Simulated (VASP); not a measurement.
Input:

```yaml
crystal:
  lattice:
    - [0.00000, 3.04053, 2.95468]
    - [2.95554, 0.00000, 2.95468]
    - [2.95554, 3.04053, 0.00000]
  atoms:
    - { symbol: Pb, position: [0.00000, 0.00000, 0.00000] }
    - { symbol: F, position: [0.25000, 0.25000, 0.25000] }
    - { symbol: F, position: [0.74033, 0.75967, 0.75967] }
```

Level of theory: revPBE GGA, VASP's PBE PAW potentials (set 64) (plane waves; VASP). Settings: 520 eV cut-off, 6×6×6 Γ-centred mesh, Gaussian smearing of 0.050 eV, potentials Pb_d F.

Problem. What does the run give for the energy per atom (σ→0), pressure, largest force?

Solution. 
- energy per atom (σ→0): -4.509 eV/atom
- pressure: 3.38 GPa
- largest force: 0.151 eV/Å

Only differences to runs with the same potentials and settings are physical.

The compound is PbF2 in the fluorite structure, the β form. The cell was not relaxed at this level, atoms are displaced from their ideal sites. The run is one of a series of settings (GGA = RE against the base run), some of them coarse on purpose.
